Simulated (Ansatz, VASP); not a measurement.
# ScSi2 in VASP and in Ansatz

```
Sc Si
1.0
     3.66000    0.00000    0.00000
    -1.83000    3.16965    0.00000
     0.00000    0.00000    3.87000
Sc Si
1 2
Cartesian
  0.0000 0.0000 0.0000
  -0.0549 2.0814 1.9350
  1.8849 1.0882 1.9350
```

Change from the starting cell: shortest bond scaled by 0.94, LAPW.

Alike in both runs: task single point; functional PBE; k mesh 10 × 10 × 8; occupations fermi-dirac, width 0.05 eV; no spin polarisation.

```csv
,VASP,Ansatz
version,VASP 6.6.1,Ansatz 0.2.0
potentials or method,"VASP PAW PBE potentials, release 64 (Sc_sv, Si), cutoff 520 eV","all-electron LAPW, scalar-relativistic"
```

Ansatz gave:

* pressure (GPa): 26.8
* largest component of the traceless stress (GPa): 25.82
* rms of the force components (eV/Å): 1.795

Task: Estimate VASP's values.

Result: Pressure (GPa): 26.9; largest component of the traceless stress (GPa): 25.67; rms of the force components (eV/Å): 1.787.

Atom by atom the forces differ by 0.008 eV/Å (rms over components). Ansatz ran all-electron here, so the differences hold the error of VASP's frozen core and of both bases.

Caveats: so large a pressure means that the cell lies far from this level's equilibrium, or that cutoff or potentials fall short (VASP); forces of over 1 eV/Å show positions far from the minimum, so gaps and moduli don't describe the material at rest.
